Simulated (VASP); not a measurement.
All values below come from PBEsol GGA, VASP's PBE PAW potentials (set 64) (plane waves; VASP).

VASP ran on this input.

**POSCAR**
```
Ta(100) slab
1
    3.2839673920     0.0000000000     0.0000000000
    0.0000000000     3.2839673920     0.0000000000
    0.0000000000     0.0000000000    24.7790266849
Ta
6
Direct
  0.5000000000   0.0000000000   0.3411672708
  0.0000000000   0.5000000000   0.3994347104
  0.5000000000   0.0000000000   0.4648219082
  0.0000000000   0.5000000000   0.5351780918
  0.5000000000   0.0000000000   0.6005652896
  0.0000000000   0.5000000000   0.6588327292
```

**INCAR**
```
ALGO  =  Normal
DIPOL  =  0.5 0.5 0.5
EDIFF  =  1E-6
ENCUT  =  400
GGA  =  PS
IDIPOL  =  3
ISMEAR  =  1
LASPH  =  .True.
LCHARG  =  .False.
LDIPOL  =  .True.
LMAXMIX  =  6
LORBIT  =  11
LREAL  =  .False.
LVHAR  =  .True.
LWAVE  =  .False.
NELM  =  100
NELMIN  =  4
PREC  =  Normal
SIGMA  =  0.1
SYSTEM  =  Ta(100) slab
```

File KPOINTS:
```
Automatic mesh
0
Gamma
8 8 1
0 0 0
```

POTCAR, in this order: Ta_pv (PBE.64 set). Program: vasp_std. Read from the step before: WAVECAR.

Unless said otherwise, spin-orbit coupling is left out, though it shifts the bands of the heavy elements here.

Predict the energy per atom (σ→0), band gap (on the k-mesh).

- energy per atom (σ→0) = -11.930 eV/atom
- band gap (on the k-mesh) = none (metal, semimetal or under 0.01 eV)

OSZICAR:
```
       N       E                     dE             d eps       ncg     rms          rms(c)
DAV:   1    -0.715824136285E+02   -0.71582E+02   -0.33154E-05  1533   0.251E-02    0.955E-03
DAV:   2    -0.715824494640E+02   -0.35836E-04   -0.23822E-04  1512   0.850E-02    0.282E-02
DAV:   3    -0.715824068995E+02    0.42565E-04   -0.12735E-04  1496   0.680E-02    0.224E-03
DAV:   4    -0.715824073983E+02   -0.49880E-06   -0.60389E-06  1272   0.109E-02
   1 F= -.71582407E+02 E0= -.71580909E+02  d E =-.449622E-02
```

The cell is a thin slab with vacuum, built from Ta (bcc): (100) face.
